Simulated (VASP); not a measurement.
A run of VASP 6.6.1:

File INCAR:

```
SYSTEM = MgCu2
  PREC = Accurate
  ENCUT = 600
  EDIFF = 1E-7
  ISMEAR = 0
  SIGMA = 0.1
  LREAL = .FALSE.
  LASPH = .TRUE.
  NELM = 60
  ALGO = Normal
  ISIF = 3
  LWAVE = .FALSE.
  LCHARG = .FALSE.
  GGA = PS
  IBRION = 2
  NSW = 90
  EDIFFG = -0.005
```

The input KPOINTS:

```
regular mesh
0
G
  10 10 10
  0 0 0
```

Contents of POSCAR:

```
MgCu2
1.0
    0.0000000000      3.5299000000      3.5299000000
    3.5299000000      0.0000000000      3.5299000000
    3.5299000000      3.5299000000      0.0000000000
Mg Cu
2 4
Direct
    0.5000000000      0.5000000000      0.5000000000
    0.7500000000      0.7500000000      0.7500000000
    0.1250000000      0.1250000000      0.1250000000
    0.6250000000      0.1250000000      0.1250000000
    0.1250000000      0.1250000000      0.6250000000
    0.1250000000      0.6250000000      0.1250000000
```

Potentials or basis: VASP PAW PBE potentials, release 64 (Mg, Cu).

Launch:

```sh
$ cat potpaw_PBE.64/Mg/POTCAR potpaw_PBE.64/Cu/POTCAR > POTCAR
$ mpirun -np 1 vasp_std > vasp.out
```

Hardware: 1 thread of Intel(R) Xeon(R) 6975P-C (Granite Rapids), with other jobs on the host.

Problem. How long does it take, and how much memory?

Solution. It took 2.6 min on 1 thread of Intel(R) Xeon(R) 6975P-C (Granite Rapids), on a shared host, peak memory 0.33 GiB. Counts: scf iterations 35, k points 47, ion steps 3.
